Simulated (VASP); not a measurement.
Given:

```
La
1.0
    1.82949    -3.16876     0.00000
    1.82949     3.16876     0.00000
    0.00000     0.00000    11.70644
La
4
Direct
  0.00000   0.00000   0.50000
  0.00000   0.00000   0.00000
  0.33333   0.66667   0.25000
  0.66667   0.33333   0.75000
```

These are PBEsol GGA, VASP's PBE PAW potentials (set 64) (plane waves; VASP) values and carry that method's errors. Numerical set-up: 480 eV cut-off, 10×10×4 Γ-centred mesh, first-order Methfessel-Paxton smearing of 0.10 eV, potentials La.

Energy and stress use the plane-wave basis of the starting cell.

Question: The ions, cell shape and volume at an external pressure of 5.0 GPa are relaxed. What does this cell relax into?

Answer: 
```
La
1.0
    1.74183    -3.01693     0.00000
    1.74183     3.01693     0.00000
    0.00000     0.00000    11.12858
La
4
Direct
  0.00000   0.00000   0.50000
  0.00000   0.00000   0.00000
  0.33333   0.66667   0.25000
  0.66667   0.33333   0.75000
```
Space group P6_3/mmc (194), at a tolerance of 0.03 Å.

Question: How do energy and volume change from the first to the last step?

Answer: The energy (σ→0) changes by +66.6 meV/atom and the volume by -13.8 %, in 3 ionic steps.

```
step  E(σ→0) (eV)  max force (eV/Å)  pressure (GPa)  volume (Å³)
----  -----------  ----------------  --------------  -----------
1        -21.3707             0.000            0.16       135.73
2        -21.0921             0.000            5.15       116.58
3        -21.1043             0.000            5.00       116.96
```

The compound is La in the dhcp structure. This run relaxes it under an external pressure of 5 GPa. Symmetry was kept, so distortions that lower it aren't found.
